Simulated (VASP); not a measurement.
Calculation: PBE GGA + U (Dudarev), VASP's PBE PAW potentials (set 64) (plane waves; VASP).

Input for VASP

### POSCAR
```
FePt
7.56840
  0.3665768194   0.0000000000   0.0000000000
  0.0000000000   0.3665768194   0.0000000000
  0.0000000000   0.0000000000   0.5000000000
Fe Pt
1 1
Cart
  0.0000000000   0.0000000000   0.0000000000
  0.1832884097   0.1832884097   0.2500000000
```

**INCAR**
```
ALGO  =  Normal
EDIFF  =  1E-6
ENCUT  =  400
GGA  =  PE
ISIF  =  2
ISMEAR  =  1
ISPIN  =  2
LASPH  =  T
LCHARG  =  F
LDAU  =  T
LDAUJ  =  0 0
LDAUL  =  2 -1
LDAUPRINT  =  1
LDAUTYPE  =  2
LDAUU  =  3.0 0
LMAXMIX  =  6
LORBIT  =  10
LREAL  =  F
LWAVE  =  F
MAGMOM  =  3.0 0.0
NELM  =  100
PREC  =  Accurate
SIGMA  =  0.1
SYSTEM  =  FePt
```

KPOINTS:
```
Automatic
0
gamma
12 12 9
```

POTCAR, in this order: Fe Pt (PBE.64 set). Program: vasp_std.

The resulting files:

OSZICAR:
```
       N       E                     dE             d eps       ncg     rms          rms(c)
DAV:   1     0.803223717242E+02    0.80322E+02   -0.74763E+03  8824   0.106E+03
DAV:   2    -0.110694234358E+02   -0.91392E+02   -0.81512E+02  8688   0.226E+02
DAV:   3    -0.138269053442E+02   -0.27575E+01   -0.27006E+01 10629   0.489E+01
DAV:   4    -0.138536582082E+02   -0.26753E-01   -0.26741E-01  9574   0.416E+00
DAV:   5    -0.138543599682E+02   -0.70176E-03   -0.70175E-03 11213   0.754E-01    0.168E+01
DAV:   6    -0.139360910863E+02   -0.81731E-01   -0.14508E+01  9371   0.936E+01    0.194E+01
DAV:   7    -0.129698144605E+02    0.96628E+00   -0.50009E+00 10579   0.583E+01    0.753E+00
DAV:   8    -0.128909853383E+02    0.78829E-01   -0.33886E-01 11714   0.137E+01    0.333E+00
DAV:   9    -0.128710918763E+02    0.19893E-01   -0.13922E-01 11973   0.798E+00    0.174E+00
DAV:  10    -0.128782903513E+02   -0.71985E-02   -0.19451E-02 11166   0.185E+00    0.649E-01
DAV:  11    -0.128778685844E+02    0.42177E-03   -0.10638E-02 10914   0.259E+00    0.256E-01
DAV:  12    -0.128813313888E+02   -0.34628E-02   -0.47524E-03 11126   0.784E-01    0.183E-01
DAV:  13    -0.128833831567E+02   -0.20518E-02   -0.43411E-03 11231   0.685E-01    0.109E-01
DAV:  14    -0.128844298936E+02   -0.10467E-02   -0.27638E-03 12295   0.516E-01    0.981E-02
DAV:  15    -0.128847386962E+02   -0.30880E-03   -0.35262E-04 12352   0.189E-01    0.845E-02
DAV:  16    -0.128851337401E+02   -0.39504E-03   -0.20965E-03 10659   0.486E-01    0.465E-02
DAV:  17    -0.128852012986E+02   -0.67559E-04   -0.16517E-04 11775   0.142E-01    0.154E-02
DAV:  18    -0.128852122858E+02   -0.10987E-04   -0.60038E-05 11622   0.802E-02    0.106E-02
DAV:  19    -0.128852137661E+02   -0.14803E-05   -0.12668E-05 10557   0.483E-02    0.426E-03
DAV:  20    -0.128852140094E+02   -0.24335E-06   -0.35627E-07  4620   0.119E-02
   1 F= -.12885214E+02 E0= -.12885215E+02  d E =0.265896E-05  mag=     3.6121
```

**OUTCAR**
```
------------------------ aborting loop because EDIFF is reached ----------------------------------------
  FORCE on cell =-STRESS in cart. coord.  units (eV):
  Direction    XX          YY          ZZ          XY          YZ          ZX
  --------------------------------------------------------------------------------------
  Total       -0.3002667     -0.3002667     -0.1025303     -0.0000000      0.0000000     -0.0000000
  in kB      -16.5160228    -16.5160228     -5.6396316     -0.0000000      0.0000000     -0.0000000
  external PRESSURE =     -12.8905591 kB  Pullay stress =       0.0000000 kB
  volume of cell :       29.13
      direct lattice vectors                 reciprocal lattice vectors
     2.774400000  0.000000000  0.000000000     0.360438293  0.000000000  0.000000000
     0.000000000  2.774400000  0.000000000     0.000000000  0.360438293  0.000000000
     0.000000000  0.000000000  3.784200000     0.000000000  0.000000000  0.264256646
 POSITION                                       TOTAL-FORCE (eV/Angst)
 -----------------------------------------------------------------------------------
      0.00000      0.00000      0.00000         0.000000      0.000000      0.000000
      1.38720      1.38720      1.89210         0.000000      0.000000      0.000000
 -----------------------------------------------------------------------------------
    total drift:                                0.000000     -0.000000     -0.000000
  FREE ENERGIE OF THE ION-ELECTRON SYSTEM (eV)
  ---------------------------------------------------
  free  energy   TOTEN  =       -12.8852140094 eV

  energy  without entropy=      -12.8852166684  energy(sigma->0) =      -12.88521490

 total charge

# of ion       s       p       d       tot
------------------------------------------
    1        0.402   0.427   6.034   6.864
    2        0.697   0.596   8.070   9.363
--------------------------------------------------
tot          1.099   1.023  14.104  16.227

 magnetization (x)

# of ion       s       p       d       tot
------------------------------------------
    1        0.014  -0.009   3.401   3.406
    2       -0.031  -0.065   0.331   0.236
--------------------------------------------------
tot         -0.017  -0.074   3.733   3.642
```
(Selected blocks of OUTCAR.)

The compound is FePt in the L1_0 structure. The cell was not relaxed at this level. The run is one of a series of settings (LDAU = .TRUE., LDAUJ = 0 0, LDAUL = 2 -1, LDAUTYPE = 2, LDAUU = 3.0 0 against the base run), some of them coarse on purpose.
